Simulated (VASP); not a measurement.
A cell of BaF$_{2}$ (fluorite) near equilibrium:

```yaml
crystal:
  lattice:
    - [0.00000, 3.11288, 3.11288]
    - [3.11288, 0.00000, 3.11288]
    - [3.11288, 3.11288, 0.00000]
  atoms:
    - { symbol: Ba, position: [0.00000, 0.00000, 0.00000] }
    - { symbol: F, position: [0.25000, 0.25000, 0.25000] }
    - { symbol: F, position: [0.75000, 0.75000, 0.75000] }
```

Method: r2SCAN meta-GGA, VASP's PBE PAW potentials (set 64) (plane waves; VASP).

Unless said otherwise, spin-orbit coupling is left out, though it shifts the bands of the heavy elements here.

| run | ΔE (meV/atom) | σxx | σyy | σzz | largest shear component, with its sign (GPa) | largest force (eV/Å) | gap (eV) |
|---|---|---|---|---|---|---|---|
| as it is | 0.0 | -0.02 | -0.02 | -0.02 | 0.00 | 0.000 | 7.29 |
| after one change | 0.1 | -0.69 | -0.45 | -0.69 | 0.00 | 0.000 | 7.24 |
Stress is in GPa, positive when the cell is compressed; gaps are those on the k-mesh, and 0.00 means metallic.

Task: Which change was made?
A) atom 2 (F) moved by 0.150 Å along x
B) atom 2 (F) moved by 0.075 Å along y
C) isotropic strain of -4.0 %
D) biaxial strain of +0.5 % in the xz plane

Result: D, biaxial strain of +0.5 % in the xz plane

The compound is BaF2 in the fluorite structure.
